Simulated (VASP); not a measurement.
Input:

```xyz
1
Lattice="0.0000 1.7284 1.7284 1.7284 0.0000 1.7284 1.7284 1.7284 0.0000" Properties=species:S:1:pos:R:3 pbc="T T T"
Ni     0.0000     0.0000     0.0000
```
Starting moments (μB, in the order of the record's atoms Ni): 0.6.

Calculation: revTPSS meta-GGA, VASP's PBE PAW potentials (set 64) (plane waves; VASP). Settings: 520 eV cut-off, 20×20×20 Γ-centred mesh, tetrahedra with Blöchl corrections, potentials Ni.

### Question
Give the spin-up energies of bands 1 to 6 at the high-symmetry points, in eV from the Fermi level.

### Answer

```json
[
 {"band": "1", "Γ": "-9.51", "X": "-5.09", "U": "-4.36", "L": "-5.25", "W": "-4.14"},
 {"band": "2", "Γ": "-2.68", "X": "-4.60", "U": "-4.08", "L": "-2.65", "W": "-3.38"},
 {"band": "3", "Γ": "-2.68", "X": "-0.60", "U": "-2.34", "L": "-2.65", "W": "-3.38"},
 {"band": "4", "Γ": "-2.68", "X": "-0.55", "U": "-1.21", "L": "-0.68", "W": "-1.45"},
 {"band": "5", "Γ": "-1.38", "X": "-0.55", "U": "-0.82", "L": "-0.68", "W": "-0.55"},
 {"band": "6", "Γ": "-1.38", "X": "2.38", "U": "5.85", "L": "-0.54", "W": "7.94"}
]
```

### Question
Give the spin-down energies of bands 1 to 6 at the high-symmetry points, in eV from the Fermi level.

### Answer

```
band      Γ      X      U      L      W
----  -----  -----  -----  -----  -----
1     -9.51  -4.78  -3.96  -4.74  -3.79
2     -1.80  -3.89  -3.45  -2.02  -2.67
3     -1.80  -0.04  -1.62  -2.02  -2.67
4     -1.80   0.46  -0.67  -0.57  -0.94
5     -0.83   0.46   0.17   0.15   0.46
6     -0.83   2.37   6.13   0.15   8.18
```

It has no gap at this level: it comes out as a metal or semimetal.

The compound is Ni in the fcc structure. It was relaxed first, which changed the volume by -5 %.
